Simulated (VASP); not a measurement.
Energy against volume of BaZrO3 (cubic perovskite). Calculation: PBE GGA with D3 dispersion (zero damping), VASP's PBE PAW potentials (set 64) (plane waves; VASP). Settings: 520 eV cut-off, 5×5×5 Γ-centred mesh, Gaussian smearing of 0.050 eV, potentials Ba_sv Zr_sv O.

```
V (Å³/atom)  E (eV/atom)
-----------  -----------
14.116          -8.47530
14.567          -8.49774
15.017          -8.50493
15.468          -8.49909
```

Problem. Fit these four points and predict the energy of the run at 15.918 Å³/atom.

Solution. A cubic in V^(−2/3), the third-order Birch-Murnaghan form, passes through the four points with V0 = 15.03 Å³/atom and B0 = 154 GPa, and gives -8.4821 eV/atom there. The run gave -8.4822 eV/atom, -0.1 meV/atom from the fit; all five points give B0 = 153 GPa.

The compound is BaZrO3 in the cubic perovskite structure. It was relaxed first.
